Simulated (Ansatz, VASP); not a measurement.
# BN: VASP beside Ansatz, part 2 of 2

One calculation is typed for both programs; each brings its own data sets. How far apart do they land? The cell is taken from a series of runs on this material, whose earlier steps may have relaxed, scaled, displaced or heated it; both programs get it as it stands.

VASP 6.6.1 and Ansatz 0.2.0.

So far: Starting point; VASP: zone-centre phonons, PBE.

## (3) Ansatz: zone-centre phonons, PBE

Level of this step: Ansatz beside VASP: Kohn-Sham DFT, plane waves, PBE (Ansatz).

Ansatz runs on its default PAW (the set named soft_2) files.

The same cell, functional, mesh and smearing now go to Ansatz, which takes its cutoff from its data sets.

input.yaml

```yaml
crystal:
  lattice:
    - [2.5121538151, 0.0, 0.0]
    - [-1.2560769076, 2.175589022, 0.0]
    - [0.0, 0.0, 8.4946775513]
  atoms:
    - { symbol: B, position: [0.3333333333, 0.6666666667, 0.25] }
    - { symbol: B, position: [0.6666666667, 0.3333333333, 0.75] }
    - { symbol: "N", position: [0.3333333333, 0.6666666667, 0.75] }
    - { symbol: "N", position: [0.6666666667, 0.3333333333, 0.25] }
total_charge: 0.16
kpoints:
  mp_grid: { grid: [15, 15, 4] }
hamiltonian:
  xc: pbe
scf:
  occupations: { method: fermi_dirac, width: 0.026 }
  n_extra_bands: 10
output:
  eigenvalues: true
phonons:
  method: dfpt
```

Run with:

```bash
> ansatz run input.yaml --threads 4 --pin off --max-ram 8192MiB --backend cpu --events-out ev --progress --plain --runs-dir out
```

Numbers of over 12 decimals in the logs are rounded to 6 here.

The log of the run:

```text
scf.n_extra_bands = 10 over 8 filled bands (N_el = 15.8): the run solves 18 bands
zone centre: on kpoints.mp_grid the ground state, and the responses unless they are solved on pairs of k-points, stand on 192 of the mesh's 900 k-points, reduced under 4 symmetry operations, with k and −k counted as one. Each operation leaves every solved displacement unchanged or reverses it
Engine: ansatz 0.2.0, aarch64-unknown-linux-gnu
Pseudopotentials: kind: paw
Pseudopotential: B, paw, valence charge 3, recommended cutoff 420 eV (normal), B.paw.azcp
Pseudopotential: N, paw, valence charge 5, recommended cutoff 420 eV (normal), N.paw.azcp
Functional definition: PBE
  parameter kappa = 0.804
  parameter beta = 0.066725
  exchange = pbe_x(kappa = kappa, mu = beta*pi^2/3)
  correlation = pbe_c(beta = beta)
Crystal: 4 atoms, lattice volume = 46.427 Å³
Basis set: ecut = 420 eV, 899 PW (Γ), exchange–correlation on 36×36×120 points (8 copies of the dense FFT grid, shifted against one another)
Bands: 18, of which v1, the nominal top of the filled ones, is band 8 counted from 1 (7 counted from 0)
Symmetry: 24 space group operations
k-points: 192 of 900 (irreducible under 4 space group operations, time reversal used)
Non-local potential: B, projectors of the file, l = 0: 2, l = 1: 2, l = 2: 1
Non-local potential: N, projectors of the file, l = 0: 2, l = 1: 2, l = 2: 1
PAW form: soft (Blöchl's): semilocal exchange-correlation on the pseudo side does not see the compensation charge
PAW one-centre angular grid: B, 110 points (default); XC on 64 Gauss nodes
PAW one-centre angular grid: N, 110 points (default); XC on 64 Gauss nodes
Initial density: superposition of atomic densities (neutral atoms scaled as one to the charged cell's electrons: chi_scale 0, normalization atom), corrected by the library's trained network
Initial wavefunctions: pseudopotential atomic-orbital guess
Functional: x = pbe(κ = 0.804, μ = 0.219515), c = pbe(β = 0.066725)
SCF iter   1: F=—  HF=-1085.232307 eV  |F-HF|=—  |Δ(HF+E_count)|=         —  Δρ=1.22e-2  dr2=5.36e-2  ethr=1.77e-3  ⟨swp⟩=6.5  Hψ=18206  notcnv=0  defer=31
preconditioner: auto → LDOS  [metal: Δε(μ)=0.039 eV  Ē_g=19.229 eV  σ=0.026 eV  W_gap=0.36  n_scr=6 (ndim 8)  ℏωp=21.7 eV  f_vac=0.246  D(μ)=1.33/eV (n_scr^D=6)  β→1.0]
SCF iter   2: F=—  HF=-1085.213357 eV  |F-HF|=—  |Δ(HF+E_count)|=   1.89e-2  Δρ=5.30e-3  dr2=7.39e-3  ethr=3.38e-4  ⟨swp⟩=2.9  Hψ=7699  notcnv=0  defer=706
SCF iter   3: F=—  HF=-1085.212513 eV  |F-HF|=—  |Δ(HF+E_count)|=   8.44e-4  Δρ=9.42e-4  dr2=3.24e-4  ethr=4.66e-5  ⟨swp⟩=2.3  Hψ=5325  notcnv=0  defer=706
SCF iter   4: F=—  HF=-1085.212532 eV  |F-HF|=—  |Δ(HF+E_count)|=   1.91e-5  Δρ=1.79e-4  dr2=1.61e-5  ethr=2.05e-6  ⟨swp⟩=2.1  Hψ=4591  notcnv=0  defer=706
SCF iter   5: F=—  HF=-1085.212540 eV  |F-HF|=—  |Δ(HF+E_count)|=   7.39e-6  Δρ=2.79e-5  dr2=2.35e-7  ethr=1.02e-7  ⟨swp⟩=2.7  Hψ=4259  notcnv=0  defer=706
SCF iter   6: F=—  HF=-1085.212541 eV  |F-HF|=—  |Δ(HF+E_count)|=   1.12e-6  Δρ=2.46e-6  dr2=9.57e-10  ethr=1.48e-9  ⟨swp⟩=2.7  Hψ=4239  notcnv=0  defer=706
SCF iter   7: F=-1085.212541 eV  HF=-1085.212541 eV  |F-HF|=9.55e-12  |Δ(HF+E_count)|=   3.43e-9  Δρ=1.48e-7  dr2=3.76e-12  ethr=1.00e-12  ⟨swp⟩=9.6  Hψ=19380  notcnv=0
SCF 1 converged in 7 iterations: F = -1085.212541 eV  dr2 = 3.76e-12
  greatest PAW one-centre occupation: 0.797 electrons in one spin orbital (limit 2), on the N atom at site 3 (counted from 0), in its partial waves of l = 0
DFPT response loops at Γ: preconditioner auto → none (partly filled bands, converged f_vac=0.248); β = 0.50; Broyden in place of MSR1
SCF converged after 7 iterations
Free energy (F): -1085.212541 eV
Harris-Foulkes:  -1085.212541 eV  (|F-HF|=9.55e-12)
Internal energy: -1085.209815 eV  (E = F + TS)
E sigma→0 (E₀):  -1085.211178 eV
Entropy (-TS):   -0.002726 eV (-0.681 meV/atom)
Fermi energy:    2.021991 eV
--- Per-component energies (eV) ---
  E_band       = -77.903601
  E_kinetic    = 362.692107
  E_local      = -977.862214  (includes V_loc(G=0)·N_el)
  E_nonlocal   = 115.285585
  E_hartree    = 346.658783
  E_xc         = -182.313398
  E_vxc        = -226.003078  (∫ρ·V_xc dr)
  E_paw        = -413.318808  (= ΣΔE_a)
  E_vpaw       = -45.333731  (= ΣTr[D̂ρ^β])
  E_aug_tail   = 0.000194  (compensation charges beyond the density's cutoff)
  E_ewald      = -336.352064
  E_smearing   = -0.002726  (= −TS)
  E_closure    = 0.000000  (closes the sum)
  E_deformation_potential = 1.691744  (in the stress; not in F)
  Σ components = -1085.212541   (vs F -1085.212541, Δ=0.00e0)
--- Band table (eV; the first three rows and the last of 192) ---
  k-point 0: bands = [... 4 lower, 0.8814, 0.8814, 0.8820, 0.8820, 6.9316, 10.1005, 12.2564, 13.8312, ... 6 higher]
  k-point 1: bands = [... 4 lower, 0.8810, 0.8810, 0.8817, 0.8817, 7.2518, 9.3141, 12.9347, 13.8331, ... 6 higher]
  k-point 2: bands = [... 4 lower, 0.8811, 0.8811, 0.8811, 0.8811, 8.1277, 8.1277, 13.8209, 13.8209, ... 6 higher]
  k-point 191: bands = [... 4 lower, -3.1220, -3.1220, 0.7798, 0.7798, 8.4260, 8.4260, 12.9518, 12.9518, ... 6 higher]
--- Phonons (Γ-DFPT): 4 representative perturbations + reference, on 192 of 900 k-points (Σ response iterations 12) ---
  k mesh reduced under 4 symmetry operations, with k and −k counted as one. Each operation leaves every solved displacement unchanged or reverses it
  ASR residual: 6.690e-4 → 0.000e0 eV/Å²; symmetrization residual: 1.028e-6 eV/Å²
  ASR residual per site (eV/Å²): 6.69e-4 6.69e-4 5.77e-4 5.77e-4
  Γ frequencies (cm⁻¹): 0.00 0.00 0.00 8.90 8.90 24.11 777.38 802.95 1344.80 1344.80 1347.86 1347.86
  non-analytic LO–TO correction: not included (Born effective charges unavailable; polar crystals: no LO–TO splitting at Γ)
```

## (4) Differences

Known differences besides the potentials themselves: the cutoff is 420 eV in Ansatz and 600 eV in VASP. Total energies have different zeros and are not compared.

The two programs side by side:

| quantity | Ansatz | VASP | difference |
| --- | --- | --- | --- |
| optical mode 1 to 2 (imaginary, printed as negative) (cm⁻¹) | 8.9 | -17.0 | +25.9 |
| optical mode 3 (cm⁻¹) | 24.1 | 21.6 | +2.5 |
| optical mode 4 (cm⁻¹) | 777.4 | 778.4 | -0.14 % |
| optical mode 5 (cm⁻¹) | 803.0 | 804.1 | -0.15 % |
| optical mode 6 to 7 (cm⁻¹) | 1344.8 | 1343.7 | +0.08 % |
| optical mode 8 to 9 (cm⁻¹) | 1347.9 | 1346.7 | +0.08 % |

Modes are paired by rising frequency, not by their patterns, so a pair may set unlike modes beside each other; they are those without the splitting of longitudinal modes. The cell carries a charge of +0.16 e against a uniform background, so its pressure also hangs on how the neutralising background is counted, and in a defect's cell a gap may be the spacing between its levels.

## (5) Outcome

```yaml
r_m_s_difference_of_the_optical_zone_centre_modes_each_program_s_sorted_by_frequency_zone_centre_phonons_pbe: 12 cm⁻¹
```

In words: The r.m.s. difference of the optical zone-centre modes, each program's sorted by frequency is 12 cm⁻¹ (zone-centre phonons, PBE). What causes the difference of the zone-centre phonons, PBE pair stays open here. How closely two codes agree says nothing of how well the functional describes the real material.

[Lines on the potential files, build, host, timing and source positions are cut from VASP's logs without a mark.]

[Logs are printed without paths, hosts, clocks, repeated set-up lines and the standing remarks that a program may print on its own settings, such as how far it seeks lower states.]

[Hosts, paths, dates, database ids (printed as entryN), source tags and the programs' standing remarks are cut or masked in the printed files.]
